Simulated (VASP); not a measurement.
Crystal: SiGe3.

```xyz
8
Lattice="5.0894 0.0000 0.0000 -2.5447 4.4076 0.0000 0.0000 0.0000 6.2238" Properties=species:S:1:pos:R:3 pbc="T T T"
Si    0.0000    0.0000    0.0000
Si    0.0000    0.0000    3.1119
Ge    2.5447    0.0000    4.1059
Ge   -1.2724    2.2038    4.1059
Ge    1.2724    2.2038    4.1059
Ge   -1.2724    2.2038    2.1178
Ge    2.5447    0.0000    2.1178
Ge    1.2724    2.2038    2.1178
```

The cell was built by a generator and needn't be a form met in nature.

| Property | Result |
| --- | --- |
| Program | VASP 6.6.1 |
| Task | relaxation of cell and atoms |
| Functional | PBE |
| Potentials or basis | VASP PAW PBE potentials, release 64 (Si, Ge_d) |
| Cutoff | 520 eV |
| k mesh | 4 × 4 × 3 |
| Occupations | gaussian, width 0.15 eV |
| Spin | no spin polarisation |

At the start: pressure 40.4 GPa; volume 17.45 Å³/atom.

Problem. How do energy, volume and symmetry change on relaxing?

Solution. Over 23 steps the energy falls by 1265.5 meV/atom and the volume is 18.36 Å³/atom (+5.2 %); space group P6/mmm (No. 191, to 0.05 Å).

The path:
| step | energy change (eV) | largest force (eV/Å) | pressure (GPa) | volume (Å³) |
| --- | --- | --- | --- | --- |
| 1 | 0.0000 | 10.9167 | 40.38 | 139.61 |
| 2 | 11.2767 | 0.0075 | -9.10 | 246.45 |
| 3 | -4.5815 | 0.0237 | -8.42 | 232.33 |
| 4 | -5.7291 | 0.0040 | -8.08 | 221.42 |
| 5 | -7.7895 | 0.1941 | -2.57 | 177.65 |
| 6 | -7.8765 | 0.9462 | 3.43 | 161.78 |
| 7 | -8.0730 | 0.3488 | -1.14 | 172.37 |
| 8 | -8.0742 | 0.4432 | -0.21 | 170.34 |
| 9 | -8.0758 | 0.3882 | -0.44 | 170.99 |
| 10 | -8.2889 | 0.3593 | -1.61 | 170.15 |
| 11 | -8.7367 | 0.3408 | -1.88 | 166.65 |
| 12 | -8.8610 | 2.1319 | -0.31 | 154.97 |
| 13 | -8.9951 | 0.7815 | -2.29 | 164.08 |
| 14 | -9.3000 | 1.4378 | -2.78 | 159.96 |
| 15 | -9.4219 | 1.3932 | -3.45 | 158.49 |
| 16 | -9.5975 | 1.1816 | -1.18 | 154.01 |
| 17 | -9.8521 | 0.7138 | -1.93 | 152.15 |
| 18 | -10.0614 | 0.0973 | -1.12 | 149.28 |
| 19 | -10.0900 | 0.1674 | -2.19 | 147.95 |
| 20 | -10.0860 | 0.3178 | -1.11 | 147.07 |
| 21 | -10.0899 | 0.2125 | -0.68 | 147.46 |
| 22 | -10.1158 | 0.1176 | -0.14 | 147.14 |
| 23 | -10.1242 | 0.0354 | 0.27 | 146.86 |

Final structure:
```cif
data_structure
_symmetry_space_group_name_H-M 'P 1'
_symmetry_Int_Tables_number 1
_cell_length_a 5.6593
_cell_length_b 5.6593
_cell_length_c 5.2949
_cell_angle_alpha 90.000
_cell_angle_beta 90.000
_cell_angle_gamma 120.000
_cell_volume 146.86
loop_
_atom_site_label
_atom_site_type_symbol
_atom_site_fract_x
_atom_site_fract_y
_atom_site_fract_z
_atom_site_occupancy
Si1 Si 0.00000 0.00000 0.00000 1
Si2 Si 0.00000 0.00000 0.50000 1
Ge1 Ge 0.50000 0.00000 0.75107 1
Ge2 Ge 0.00000 0.50000 0.75107 1
Ge3 Ge 0.50000 0.50000 0.75107 1
Ge4 Ge 0.00000 0.50000 0.24893 1
Ge5 Ge 0.50000 0.00000 0.24893 1
Ge6 Ge 0.50000 0.50000 0.24893 1
```
